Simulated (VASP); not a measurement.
# MnHg (Pm-3m) in VASP: notebook

The runs below take MnHg through single point, with r2SCAN.

All numbers are computed with VASP 6.6.1; they aren't measurements. Logs are shortened: lines on timing, memory, paths and dates and some standing lists are left out, and cuts for length are marked.

## (1) The crystal as given

Symmetry: Pm-3m, No. 221, cubic system. Conventional cell: a = 3.315 Å, b = 3.315 Å, c = 3.315 Å, α = 90.00°, β = 90.00°, γ = 90.00°. Hg (site symmetry m-3m) has 8 Mn at 2.87 Å as nearest neighbours. Mn (site symmetry m-3m) is surrounded by 8 Hg at 2.87 Å.

## (2) Single point, r2SCAN, collinear spin, ferromagnetic start

INCAR reads:

```
PREC = Accurate
ENCUT = 400
EDIFF = 1E-6
ISMEAR = 1
SIGMA = 0.15
LREAL = False
LASPH = False
NELM = 100
ALGO = Normal
ISIF = 2
LWAVE = False
LCHARG = False
ISPIN = 2
MAGMOM = 0 4
LORBIT = 11
LMAXMIX = 4
METAGGA = R2SCAN
LMIXTAU = True
NBANDS = 24
ADDGRID = False
```

KPOINTS reads:

```
regular mesh
0
Gamma
  7 7 7
```

POSCAR reads:

```
MnHg
1.0
    3.3150000000      0.0000000000      0.0000000000
    0.0000000000      3.3150000000      0.0000000000
    0.0000000000      0.0000000000      3.3150000000
Hg Mn
1 1
Direct
    0.0000000000      0.0000000000      0.0000000000
    0.5000000000      0.5000000000      0.5000000000
```

Potentials or basis: VASP PAW PBE potentials, release 64 (Hg, Mn_pv).

Started as:

```sh
$ cat potpaw_PBE.64/Hg/POTCAR potpaw_PBE.64/Mn_pv/POTCAR > POTCAR
$ mpirun -np 1 vasp_std > vasp.out
```

OUTCAR:

```text
PREC = Accurate
   ENCUT = 400
   EDIFF = 1E-6
   ISMEAR = 1
   LREAL = False
   LASPH = False
   NELM = 100
   ISIF = 2
   ISPIN = 2
   LORBIT = 11
   METAGGA = R2SCAN
     LASPH = .TRUE.)

 Found     20 irreducible k-points:

 Following reciprocal coordinates:
            Coordinates               Weight
  0.000000  0.000000  0.000000      1.000000
  0.142857  0.000000  0.000000      6.000000
  0.285714  0.000000  0.000000      6.000000
  0.428571  0.000000  0.000000      6.000000
  0.142857  0.142857  0.000000     12.000000
  0.285714  0.142857  0.000000     24.000000
   k-points           NKPTS =     20   k-points in BZ     NKDIM =     20   number of bands    NBANDS=     24
   number of dos      NEDOS =    301   number of ions     NIONS =      2
   total plane-waves  NPLWV =  13824
   dimension x,y,z NGX =    24 NGY =   24 NGZ =   24
   dimension x,y,z NGXF=    48 NGYF=   48 NGZF=   48
   ions per type =               1   1
   NGX,Y,Z   is equivalent  to a cutoff of  12.04, 12.04, 12.04 a.u.
   NGXF,Y,Z  is equivalent  to a cutoff of  24.07, 24.07, 24.07 a.u.
 SYSTEM =  unknown system
   PREC   = accura    normal or accurate (medium, high low for compatibility)
   ISTART =      0    job   : 0-new  1-cont  2-samecut
   ICHARG =      2    charge: 1-file 2-atom 10-const
   ISPIN  =      2    spin polarized calculation?
   LNONCOLLINEAR =      F non collinear calculations
   LSORBIT =      F    spin-orbit coupling
   LASPH  =      F    aspherical Exc in radial PAW
   ENCUT  =  400.0 eV  29.40 Ry    5.42 a.u.   5.41  5.41  5.41*2*pi/ulx,y,z
   NELM   =    100;   NELMIN=  2; NELMDL= -5     # of ELM steps
   EDIFF  = 0.1E-05   stopping-criterion for ELM
   LREAL  =      F    real-space projection
   EDIFFG = 0.1E-04   stopping-criterion for IOM
   NSW    =      0    number of steps for IOM
   IBRION =     -1    ionic relax: 0-MD 1-quasi-New 2-CG
   NFREE  =      0    steps in history (QN), initial steepest desc. (CG)
   ISIF   =      2    stress and relaxation
   ISYM   =      2    0-nonsym 1-usesym 2-fastsym
   POTIM  = 0.5000    time-step for ionic-motion
   TEBEG  =    0.0;   TEEND  =   0.0 temperature during run
   PSTRESS=    0.0 pullay stress
   NELECT =      25.0000    total number of electrons
   NUPDOWN=      -1.0000    fix difference up-down
   EMIN   =  10.00;   EMAX   =-10.00  energy-range for DOS
   EFERMI =   0.00;   METHOD = LEGACY
   ISMEAR =     1;   SIGMA  =   0.15  broadening in eV -4-tet -1-fermi 0-gaus
   EFERMI_NEDOS =   21; number of points for ismear=-14 and -15
   IALGO  =     38    algorithm
   IMIX   =      4    mixing-type and parameters
     AMIX     =   0.40;   BMIX     =  1.00
     AMIX_MAG =   1.60;   BMIX_MAG =  1.00
  volume/ion in A,a.u.               =      18.21       122.92
  Fermi-wavevector in a.u.,A,eV,Ry     =   1.444014  2.728790 28.370534  2.085175
  Thomas-Fermi vector in A             =   2.562356
   LORBIT       =     11    0 simple, 1 ext, 2 COOP (PROOUT), +10 PAW based schemes
   METAGGA = R2SCAN    functional components
   LHFCALC =     F    Hartree Fock is set to
   AEXX    =    0.0000 exact exchange contribution
   IVDW    =     0    specifies the selected vdW correction
   LEPSILON=     F    determine dielectric tensor
   LRPA    =     F    only Hartree local field effects (RPA)
 spin polarized calculation
 Methfessel and Paxton  Order N= 1 SIGMA  =   0.15
  energy-cutoff  :      400.00
  volume of cell :       36.43
 maximum number of plane-waves:       691
 NGX is ok and might be reduce to    24
   NGX = 11   NGY = 11   NGZ = 11

 number of electron      24.9999961 magnetization       4.0267453

 Free energy of the ion-electron system (eV)
  ---------------------------------------------------
  ext. energy  EPLUGINS =         0.00000000
  ---------------------------------------------------
  free energy    TOTEN  =       -64.02749357 eV

  energy without entropy =      -64.02319753  energy(sigma->0) =      -64.02606156

 E-fermi :   5.6638     XC(G=0): -12.6468

 val. band max:        5.6585200820   @ k =   0.4286   0.2857   0.2857
 cond. band min:       5.6961329440   @ k =   0.4286   0.4286   0.4286
 fundamental gap:      0.0376128620
 Fermi energy:         5.6638140083

 spin component 1

 k-point     1 :       0.0000    0.0000    0.0000
  band No.  band energies     occupation
      1     -47.3126      1.00000
      2     -47.3126      1.00000
      3     -47.3126      1.00000
      4      -4.5397      1.00000
      5      -3.1552      1.00000
      6      -3.1552      1.00000
[... 16 lines left out ...]
     23      23.2937      0.00000
     24      27.1482      0.00000
[... 112 lines left out ...]
      2     -47.3146      1.00000
      3     -47.3114      1.00000
      4      -3.2768      1.00000
      5      -2.8379      1.00000
      6      -2.4955      1.00000
[... 16 lines left out ...]
     23      23.1950      0.00000
     24      24.3027      0.00000

 [... further k-points ...]

 spin component 2

 k-point     1 :       0.0000    0.0000    0.0000
  band No.  band energies     occupation
      1     -41.6734      1.00000
      2     -41.6734      1.00000
      3     -41.6734      1.00000
      4      -4.5982      1.00000
      5      -3.1454      1.00000
      6      -3.1454      1.00000
[... 16 lines left out ...]
     23      23.3171      0.00000
     24      28.7211      0.00000
[... 112 lines left out ...]
      2     -41.6762      1.00000
      3     -41.6719      1.00000
      4      -3.3550      1.00000
      5      -2.8660      1.00000
      6      -2.4542      1.00000
[... 16 lines left out ...]
     23      24.2680      0.00000
     24      25.1858      0.00000

 [... further k-points ...]
[... 5 lines left out ...]
  --------------------------------------------------------------------------------------
  -------------------------------------------------------------------------------------
  Total        0.0112828      0.0112828      0.0112828     -0.0000000     -0.0000000      0.0000000
  in kB        0.4962238      0.4962238      0.4962238     -0.0000000     -0.0000000      0.0000000
  external PRESSURE =       0.4962238 kB  Pullay stress =       0.0000000 kB

 VOLUME and BASIS-vectors are now :
 -----------------------------------------------------------------------------
  energy-cutoff  :      400.00
  volume of cell :       36.43
      direct lattice vectors                 reciprocal lattice vectors
     3.315000000  0.000000000  0.000000000     0.301659125  0.000000000  0.000000000
     0.000000000  3.315000000  0.000000000     0.000000000  0.301659125  0.000000000
     0.000000000  0.000000000  3.315000000     0.000000000  0.000000000  0.301659125

 POSITION                                       TOTAL-FORCE (eV/Angst)
 -----------------------------------------------------------------------------------
      0.00000      0.00000      0.00000         0.000000      0.000000      0.000000
      1.65750      1.65750      1.65750         0.000000      0.000000      0.000000
 -----------------------------------------------------------------------------------
    total drift:                                0.000000      0.000000     -0.000000

  FREE ENERGIE OF THE ION-ELECTRON SYSTEM (eV)
  ---------------------------------------------------
  free  energy   TOTEN  =       -64.0274935708 eV

  energy  without entropy=      -64.0231975276  energy(sigma->0) =      -64.02606156

 total charge

# of ion       s       p       d       tot
------------------------------------------
    1        0.830   0.550   9.239  10.620
    2        0.266   6.179   4.935  11.380
--------------------------------------------------
tot          1.096   6.729  14.174  21.999

 magnetization (x)

# of ion       s       p       d       tot
------------------------------------------
    1       -0.050  -0.101   0.049  -0.103
    2        0.025   0.014   4.024   4.064
--------------------------------------------------
tot         -0.025  -0.087   4.072   3.961
```

Run time: 43 s. Hardware: 1 thread of Intel Xeon Platinum 8488C (Sapphire Rapids), shared host; peak memory 0.16 GiB.

The run converged, but some of its settings lie outside the range that counts as converged, so its numbers aren't taken as properties of the crystal.

What came out:

```yaml
Free_energy: -64.0275 eV
Pressure: 0.0 GPa
Band_gap_on_the_k_mesh: none (metal or under the smearing width)
Net_moment: 4.03 μB per cell
Site_moments: Hg -0.10; Mn +4.06 μB
Valence_electrons_inside_the_program's_atomic_spheres: Hg 10.62; Mn 11.38
```

Caveat: the PAW data sets were made with another functional, which shifts forces and pressure a little.

## (3) Single point, r2SCAN, collinear spin, ferromagnetic start

INCAR reads:

```
SYSTEM = MnHg
  PREC = Accurate
  ENCUT = 900
  EDIFF = 1E-8
  ISMEAR = 1
  SIGMA = 0.1
  LREAL = .FALSE.
  LASPH = .TRUE.
  NELM = 100
  ALGO = Normal
  ISIF = 2
  LWAVE = .FALSE.
  LCHARG = .FALSE.
  ISPIN = 2
  MAGMOM = 0 4
  LORBIT = 11
  LMAXMIX = 4
  METAGGA = R2SCAN
  LMIXTAU = .TRUE.
  NBANDS = 24
  ADDGRID = .FALSE.
```

KPOINTS reads:

```
regular mesh
0
G
  19 19 19
  0 0 0
```

POSCAR is that of step 2.

Potentials or basis: VASP PAW PBE potentials, release 64 (Hg, Mn_pv).

Started as:

```sh
$ cat potpaw_PBE.64/Hg/POTCAR potpaw_PBE.64/Mn_pv/POTCAR > POTCAR
$ mpirun -np 1 vasp_std > vasp.out
```

Run time: 28 min. Hardware: 1 thread of Intel Xeon Platinum 8259CL at 2.50GHz (Skylake/Cascade Lake), shared host; peak memory 0.73 GiB.

Results (log left out):

| Item | Value |
| --- | --- |
| Free energy | -64.0382 eV |
| Pressure | 1.6 GPa |
| Band gap on the k mesh | none (metal or under the smearing width) |
| Net moment | 4.16 μB per cell |
| Site moments | Hg -0.07; Mn +4.12 μB |
| Valence electrons inside the program's atomic spheres | Hg 10.63; Mn 11.38 |

Levels at points of the mesh, in eV from the Fermi level:
Spin up:
| k point | band 12 | band 13 | band 14 | band 15 | band 16 | band 17 | band 18 | band 19 |
| --- | --- | --- | --- | --- | --- | --- | --- | --- |
| (0.00, 0.00, 0.00) | -3.13 | -3.13 | -3.13 | 4.82 | 4.82 | 4.82 | 8.69 | 11.10 |
Spin down:
```
           k point  band 8  band 9  band 10  band 11  band 12  band 13
(0.00, 0.00, 0.00)   -7.63   -7.63     0.77     0.77     1.97     1.97
```

Caveat: the PAW data sets were made with another functional, which shifts forces and pressure a little.

## (4) For comparison

An earlier run on the cell as given: functional PBE; potentials or basis VASP PAW PBE potentials, release 64 (Hg, Mn_pv); cutoff 520 eV; k mesh 8 × 8 × 8; occupations fermi-dirac, width 0.05 eV; collinear spin, ferromagnetic start; starting moments [0.0, 4.0] μB.

* Pressure: 1.0 GPa
* Band gap on the k mesh: none (metal or under the smearing width)
* Net moment: 3.91 μB per cell
* Site moments: Hg -0.06; Mn +3.83 μB
* Valence electrons inside the program's atomic spheres: Hg 10.59; Mn 11.40
